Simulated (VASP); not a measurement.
## BAs: cell size against the level of theory

Which functional gives the lattice of BAs as experiment finds it, and is a dearer one worth its cost? The levels: LDA, PBE, r2SCAN, PBE + D3(BJ), r2SCAN + rVV10, optB86b-vdW, SCAN and PBE + TS. LASPH is on for some levels and off for others; the table marks which. The start is a cell from a database of measured crystal structures.

Calculated with VASP 6.6.1; LDA; plane waves and PAW (B, As), in the first sound run; inputs show where later runs differ.

The experiments to compare with:

For BAs, zinc blende (CVT-grown single crystal, 100 K), “Thermal expansion coefficients of high thermal conducting BAs and BP materials” (2019, arxiv:1906.04101) gives, by single-crystal XRD (Mo K-alpha): lattice constant a (cubic a at 100 K) 4.7741 ± 0.0015 Å.

Most raw output is cut from this account.

## 1. Starting point

Before any relaxation, the start is as follows. The structure is cubic, space group F-43m (No. 216). Conventional cell: a = 4.777 Å, b = 4.777 Å, c = 4.777 Å, α = 90.00°, β = 90.00°, γ = 90.00°. Nearest to B lie 4 As at 2.07 Å. Nearest to As lie 4 B at 2.07 Å. Farther neighbours are not listed.

As a file:

```
B As
1.0
     0.00000    2.38850    2.38850
     2.38850    0.00000    2.38850
     2.38850    2.38850    0.00000
B As
1 1
Direct
  0.00000 0.00000 0.00000
  0.25000 0.25000 0.25000
```

## 2. Relaxation with LDA

Properties are meant for the cell that this level of theory prefers, so cell and atoms are relaxed first (ISIF = 3) until forces and stress are small; EDIFFG sets the threshold. LDA, the lowest rung, knows the local density alone.

Input file INCAR:

```
SYSTEM = BAs
PREC = Accurate
ENCUT = 520
EDIFF = 1E-06
NELM = 100
ISMEAR = -1
SIGMA = 0.05
LREAL = .FALSE.
ALGO = Normal
GGA = CA
NBANDS = 10
LORBIT = 11
LWAVE = .FALSE.
LCHARG = .FALSE.
KPAR = 2
IBRION = 2
NSW = 60
ISIF = 3
EDIFFG = -0.01
```

Input file POSCAR:

```
BAs
1.0
    0.0000000000      2.3885000000      2.3885000000
    2.3885000000      0.0000000000      2.3885000000
    2.3885000000      2.3885000000      0.0000000000
B As
1 1
Direct
    0.0000000000      0.0000000000      0.0000000000
    0.2500000000      0.2500000000      0.2500000000
```

Input file KPOINTS:

```
Automatic mesh
0
Gamma
8 8 8
0 0 0
```

The projector-augmented-wave data sets are B and As (PBE family, release 64).

Launch:

```console
mpirun -np 2 vasp_std
```

Run time: 17 s. Hardware: 2 MPI ranks of AMD EPYC 7R43, shared host; peak memory 0.22 GiB.

The gap is read on the k-mesh alone, so it is an upper bound where the band edges lie off the mesh. The PAW data sets were made with PBE, though LDA sets exist; this is a small mismatch. The run keeps the 24 symmetry operations of its start, so it cannot find a distortion of lower symmetry.

The steps of the relaxation:

```
step  energy less that of the first step (eV)  largest force (eV/Å)  pressure (GPa)  volume (Å³)
   1                                   0.0000                0.0000           -2.53        27.25
   2                                  -0.0017                0.0000            2.01        26.41
   3                                  -0.0039                0.0000            0.00        26.77
```

```
conventional cell, symmetrised  before  after  change
                         a (Å)   4.777  4.748  -0.6 %
                         b (Å)   4.777  4.748  -0.6 %
                         c (Å)   4.777  4.748  -0.6 %
              volume (Å³/atom)   13.63  13.38  -1.8 %
```

Final coordinates:

```xyz
2
Lattice="0.0000 2.3742 2.3742 2.3742 0.0000 2.3742 2.3742 2.3742 0.0000" Properties=species:S:1:pos:R:3 pbc="T T T"
B     0.0000    0.0000    0.0000
As    1.1871    1.1871    1.1871
```

Numbers from this step:

```yaml
electrons: 8
bands: 10
irreducible_k_points: 29
symmetry_operations: 24
free_energy_toten: -12.81 eV
fermi_energy: 6.614 eV
pressure: 4.71e-4 GPa
metallic: no
valence_top_at_k: 0, 0, 0
conduction_bottom_at_k: 0.375, 0.375, 0
least_direct_gap_at_k: 0, 0, 0
scf_cycles_over_all_ionic_steps: 23
gap_on_the_k_mesh: 1.119 eV
least_direct_gap_on_the_k_mesh: 3.274 eV
```

It ends with forces that vanish by symmetry and a pressure of 0.00 GPa. The volume lies -1.8 % from that of the database's start, which holds the thermal and zero-point expansion of its experiment. The conventional cell has a = 4.748 Å.

## 3. Relaxation with PBE

This step: PBE; plane waves and PAW (B, As) (VASP 6.6.1).

PBE, the usual starting point, adds the gradient of the density.

Edit INCAR of step 2 so:

```diff
@@ -9,3 +9,3 @@
 ALGO = Normal
-GGA = CA
+GGA = PE
 NBANDS = 10
```

POSCAR is that of step 2.

KPOINTS is that of step 2.

Launch:

```console
mpirun -np 2 vasp_std
```

The job ended after 19 s (2 MPI ranks; peak memory 0.25 GiB; 37 s of CPU time).

The steps of the relaxation:

| step | energy less that of the first step (eV) | largest force (eV/Å) | pressure (GPa) | volume (Å³) |
| --- | --- | --- | --- | --- |
| 1 | 0.0000 | 0.0000 | 3.46 | 27.25 |
| 2 | -0.0038 | 0.0000 | -2.21 | 28.43 |
| 3 | -0.0073 | 0.0000 | 0.01 | 27.94 |

```csv
"conventional cell, symmetrised",before,after,change
a (Å),4.777,4.817,+0.8 %
b (Å),4.777,4.817,+0.8 %
c (Å),4.777,4.817,+0.8 %
volume (Å³/atom),13.63,13.97,+2.5 %
```

Final coordinates:

```xyz
2
Lattice="0.0000 2.4084 2.4084 2.4084 0.0000 2.4084 2.4084 2.4084 0.0000" Properties=species:S:1:pos:R:3 pbc="T T T"
B     0.0000    0.0000    0.0000
As    1.2042    1.2042    1.2042
```

Numbers from this step:

```
free energy (TOTEN)             : -11.41 eV
Fermi energy                    : 6.444 eV
pressure                        : 0.005437 GPa
SCF cycles over all ionic steps : 24
gap on the k-mesh               : 1.209 eV
least direct gap on the k-mesh  : 3.240 eV
```

It ends at 13.97 Å³/atom, +2.5 % from the start, with 0.01 GPa left. The conventional cell has a = 4.817 Å.

## 4. Relaxation with r2SCAN

This step: r2SCAN; plane waves and PAW (B, As) (VASP 6.6.1).

r2SCAN adds the kinetic-energy density, costs more than a GGA and is run with LASPH.

Edit INCAR of step 3 so:

```diff
@@ -9,3 +9,4 @@
 ALGO = Normal
-GGA = PE
+METAGGA = R2SCAN
+LASPH = .TRUE.
 NBANDS = 10
```

POSCAR is that of step 3.

KPOINTS is that of step 3.

Launch:

```console
mpirun -np 2 vasp_std
```

The job ended after 89 s (2 MPI ranks; peak memory 0.28 GiB).

The PAW data sets were made with PBE, which is usual practice but a small mismatch for other functionals.

Step by step:

```
step  energy less that of the first step (eV)  largest force (eV/Å)  pressure (GPa)  volume (Å³)
   1                                   0.0000                0.0000            0.87        27.25
   2                                  -0.0002                0.0000           -0.65        27.54
   3                                  -0.0004                0.0000            0.00        27.41
```

| conventional cell, symmetrised | before | after | change |
| --- | --- | --- | --- |
| a (Å) | 4.777 | 4.786 | +0.2 % |
| b (Å) | 4.777 | 4.786 | +0.2 % |
| c (Å) | 4.777 | 4.786 | +0.2 % |
| volume (Å³/atom) | 13.63 | 13.71 | +0.6 % |

Final coordinates:

```xyz
2
Lattice="0.0000 2.3932 2.3932 2.3932 0.0000 2.3932 2.3932 2.3932 0.0000" Properties=species:S:1:pos:R:3 pbc="T T T"
B     0.0000    0.0000    0.0000
As    1.1966    1.1966    1.1966
```

It ends at 13.71 Å³/atom, +0.6 % from the start, with 0.00 GPa left. The conventional cell has a = 4.786 Å.

## 5. Relaxation with PBE + D3(BJ)

This step: PBE with D3(BJ); plane waves and PAW (B, As) (VASP 6.6.1).

A dispersion term adds the long-range attraction that semilocal functionals lack. D3 with Becke-Johnson damping keeps a finite attraction at short range.

Edit INCAR of step 4 so:

```diff
@@ -9,4 +9,4 @@
 ALGO = Normal
-METAGGA = R2SCAN
-LASPH = .TRUE.
+GGA = PE
+IVDW = 12
 NBANDS = 10
```

POSCAR is that of step 4.

KPOINTS is that of step 4.

Launch:

```console
mpirun -np 2 vasp_std
```

The job ended after 17 s (2 MPI ranks; peak memory 0.28 GiB; 33 s of CPU time).

Little changed from the start: no atom moved by 0.005 Å and no cell edge by 0.1 %.

It ends at 13.59 Å³/atom, -0.3 % from the start, with 0.01 GPa left. The conventional cell has a = 4.772 Å. Against plain PBE, the dispersion term moves a by -0.9 %.

## 6. Relaxation with r2SCAN + rVV10

This step: r2SCAN with rVV10; plane waves and PAW (B, As) (VASP 6.6.1).

LUSE_VDW switches on a nonlocal correlation term for dispersion.

Edit INCAR of step 5 so:

```diff
@@ -9,4 +9,8 @@
 ALGO = Normal
-GGA = PE
-IVDW = 12
+METAGGA = R2SCAN
+LUSE_VDW = .TRUE.
+IVDW_NL = 2
+BPARAM = 11.95
+CPARAM = 0.0093
+LASPH = .TRUE.
 NBANDS = 10
```

POSCAR is that of step 5.

KPOINTS is that of step 5.

Launch:

```console
mpirun -np 2 vasp_std
```

Run time: 2.2 min. Hardware: 2 MPI ranks; peak memory 0.47 GiB.

It ends at 13.65 Å³/atom, +0.2 % from the start, with 0.01 GPa left. The conventional cell has a = 4.780 Å. Against plain r2SCAN, the dispersion term moves a by -0.1 %.

## 7. Relaxation with optB86b-vdW

This step: optB86b-vdW; plane waves and PAW (B, As) (VASP 6.6.1).

optB86b-vdW pairs nonlocal correlation with a less repulsive exchange of B86b form.

Edit INCAR of step 6 so:

```diff
@@ -9,7 +9,7 @@
 ALGO = Normal
-METAGGA = R2SCAN
+GGA = MK
+AGGAC = 0
 LUSE_VDW = .TRUE.
-IVDW_NL = 2
-BPARAM = 11.95
-CPARAM = 0.0093
+PARAM1 = 0.1234
+PARAM2 = 1
 LASPH = .TRUE.
```

POSCAR is that of step 6.

KPOINTS is that of step 6.

Launch:

```console
mpirun -np 2 vasp_std
```

Run time: 88 s. Hardware: 2 MPI ranks; peak memory 0.58 GiB; 2.9 min of CPU time.

It ends at 13.90 Å³/atom, +2.0 % from the start, with 0.00 GPa left. The conventional cell has a = 4.809 Å.

## 8. Relaxation with SCAN

This step: SCAN; plane waves and PAW (B, As) (VASP 6.6.1).

SCAN adds the kinetic-energy density; it is numerically more delicate than r2SCAN.

Edit INCAR of step 7 so:

```diff
@@ -9,7 +9,3 @@
 ALGO = Normal
-GGA = MK
-AGGAC = 0
-LUSE_VDW = .TRUE.
-PARAM1 = 0.1234
-PARAM2 = 1
+METAGGA = SCAN
 LASPH = .TRUE.
```

POSCAR is that of step 7.

KPOINTS is that of step 7.

Launch:

```console
mpirun -np 2 vasp_std
```

Run time: 84 s. Hardware: 2 MPI ranks; peak memory 0.28 GiB; 2.7 min of CPU time.

It ends at 13.64 Å³/atom, +0.1 % from the start, with 0.03 GPa left. The conventional cell has a = 4.778 Å.

## 9. Relaxation with PBE + TS

This step: PBE with TS; plane waves and PAW (B, As) (VASP 6.6.1).

The Tkatchenko-Scheffler scheme scales free-atom polarisabilities by Hirshfeld volumes.

Edit INCAR of step 8 so:

```diff
@@ -9,4 +9,4 @@
 ALGO = Normal
-METAGGA = SCAN
-LASPH = .TRUE.
+GGA = PE
+IVDW = 20
 NBANDS = 10
```

POSCAR is that of step 8.

KPOINTS is that of step 8.

Launch:

```console
mpirun -np 2 vasp_std
```

Wall time 31 s (2 MPI ranks); peak memory 0.27 GiB.

It ends at 13.82 Å³/atom, +1.4 % from the start, with -0.04 GPa left. The conventional cell has a = 4.800 Å. Against plain PBE, the dispersion term moves a by -0.4 %.

## 10. The cells as a table

This step: relaxed cells at several levels; plane waves and PAW (VASP 6.6.1).

Derived from the runs above.

Lengths are those of the conventional cell; cost is the wall time of each run, as given at its step, times its ranks, without the set-up around it; LASPH differs between rows, which moves results and costs too. Results by level, by row:

```
         level  volume (Å³/atom)  change from the start (%)  a (Å)  cost (core minutes)  LASPH
           LDA             13.38                       -1.8  4.748                 0.58    off
           PBE             13.97                        2.5  4.817                0.647    off
        r2SCAN             13.71                        0.6  4.786                 2.97     on
  PBE + D3(BJ)             13.59                       -0.3  4.772                0.567    off
r2SCAN + rVV10             13.65                        0.2   4.78                  4.4     on
   optB86b-vdW              13.9                          2  4.809                 2.93     on
          SCAN             13.64                        0.1  4.778                  2.8     on
      PBE + TS             13.82                        1.4    4.8                 1.03    off
```

## 11. What came out

- volume, LDA: 13.38 Å³/atom
- volume, PBE: 13.97 Å³/atom
- volume, r2SCAN: 13.71 Å³/atom
- volume, PBE + D3(BJ): 13.59 Å³/atom
- volume, r2SCAN + rVV10: 13.65 Å³/atom
- volume, optB86b-vdW: 13.90 Å³/atom
- volume, SCAN: 13.64 Å³/atom
- volume, PBE + TS: 13.82 Å³/atom

What this shows: For BAs the levels give volumes between 13.38 Å³/atom (LDA) and 13.97 Å³/atom (PBE), a spread of 4.4 %, while the cost of the finished runs spans a factor of 7.8. Within 1 % of experiment on every length: LDA, PBE, r2SCAN, PBE + D3(BJ), r2SCAN + rVV10, optB86b-vdW, SCAN and PBE + TS. The nearest, PBE + D3(BJ), is among the cheap ones. Thermal and zero-point expansion, often some tenths of a per cent in length, bear on this order: with the measured lengths lowered by an assumed 0.4 % the nearest becomes LDA. The costs hold the number of ionic steps as well as the price of the functional. The closing table has room for seven levels; PBE + TS stands in the table of levels alone. Adding D3(BJ) to PBE changes the volume by -2.8 % (a by -0.9 %). Adding rVV10 to r2SCAN changes the volume by -0.4 % (a by -0.1 %). Adding TS to PBE changes the volume by -1.1 % (a by -0.4 %). Within 0.02 Å all end in space group F-43m; the runs can't lower the symmetry of the start. LASPH is on for some levels and off for others, so differences between them are not the functional's alone. Each is a single relaxation on the plane waves of the start cell, so larger changes of volume carry a basis-set error that was not tested here.

Computed beside measured:

```
              quantity  measured             LDA             PBE          r2SCAN    PBE + D3(BJ)  r2SCAN + rVV10     optB86b-vdW            SCAN
lattice constant a (Å)    4.7741  4.748 (-0.5 %)  4.817 (+0.9 %)  4.786 (+0.3 %)  4.772 (-0.0 %)  4.780 (+0.1 %)  4.809 (+0.7 %)  4.778 (+0.1 %)
```

Measured values from arxiv:1906.04101 (2019).

**Verdict.** For the lattice constant a, of the levels listed nearest comes PBE + D3(BJ) (-0.0 %, good agreement) and farthest PBE (+0.9 %, fair agreement). The grades are ours: good and fair within 0.7 and 1.5 % for the lattice constant a. For lattice constants the calculation has a static lattice, without zero-point motion or thermal expansion (measured at up to 100 K).

[Lines on the potential files, build, host, timing and source positions are cut from VASP's logs without a mark.]

[Logs are printed without paths, hosts, clocks, repeated set-up lines and the standing remarks that a program may print on its own settings, such as how far it seeks lower states.]

[Hosts, paths, dates, database ids (printed as entryN), source tags and the programs' standing remarks are cut or masked in the printed files.]

[A measured line is paired with the nearest computed mode of its activity, which favours agreement.]
